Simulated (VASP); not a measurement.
Consider the following.

```
SrVO3
1.0
    3.88213     0.00000     0.00000
    0.00000     3.88213     0.00000
    0.00000     0.00000     3.88213
Sr V O
1 1 3
Direct
  0.00000   0.00000   0.00000
  0.50000   0.50000   0.50000
  0.50000   0.00000   0.50000
  0.00000   0.50000   0.50000
  0.50000   0.50000   0.00000
```

Method: PBE GGA + U (Dudarev), VASP's PBE PAW potentials (set 64) (plane waves; VASP). Numerical set-up: 520 eV cut-off, Gaussian smearing of 0.050 eV, potentials Sr_sv V_sv O, U − J: V 3.25 eV.

Question: Give the energies of bands 12 to 23 at the high-symmetry points, in eV from the Fermi level.

Answer: 
| band | Γ | X | M | R |
|---|---|---|---|---|
| 12 | -5.31 | -6.65 | -7.00 | -7.31 |
| 13 | -5.31 | -5.29 | -6.79 | -6.37 |
| 14 | -5.31 | -5.29 | -6.38 | -6.37 |
| 15 | -3.30 | -4.63 | -5.03 | -5.87 |
| 16 | -3.30 | -4.53 | -5.03 | -5.87 |
| 17 | -3.30 | -4.53 | -4.28 | -5.87 |
| 18 | -2.55 | -4.12 | -3.70 | -2.12 |
| 19 | -2.55 | -2.98 | -3.70 | -2.12 |
| 20 | -2.55 | -2.98 | -2.21 | -2.12 |
| 21 | -0.92 | -0.80 | 0.86 | 1.42 |
| 22 | -0.92 | 0.87 | 0.86 | 1.42 |
| 23 | -0.92 | 0.87 | 1.21 | 1.42 |

It has no gap at this level: it comes out as a metal or semimetal.

The compound is SrVO3 in the cubic perovskite structure. It was relaxed first. The run is not spin-polarised, so no magnetic state was tried. The electron count is odd and the run is not spin-polarised, which forces a metal. A gapless solution with U can be a metastable orbital state.
